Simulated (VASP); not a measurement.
Input:

```yaml
crystal:
  lattice:
    - [0.00000, 3.07008, 3.03969]
    - [3.03969, 0.00000, 3.03969]
    - [3.03969, 3.07008, 0.00000]
  atoms:
    - { symbol: Cd, position: [0.00000, 0.00000, 0.00000] }
    - { symbol: Se, position: [0.25000, 0.25000, 0.25000] }
```

Level of theory: PBEsol GGA, VASP's PBE PAW potentials (set 64) (plane waves; VASP 6.6.1). Settings: 480 eV cut-off, 8×8×8 Γ-centred mesh, Gaussian smearing of 0.050 eV, potentials Cd Se.

Q: Estimate the energy per atom (σ→0), band gap (on the k-mesh) with the smallest direct gap where there is one.

A: 
```yaml
band gap (on the k-mesh): 0.46 eV
smallest direct gap (on the k-mesh): 0.46 eV
energy per atom (σ→0): -3.089 eV/atom
```

Only differences to runs with the same potentials and settings are physical.

The compound is CdSe in the zinc blende structure, whereas wurtzite is the usual form. This cell was strained or had an atom moved on purpose.
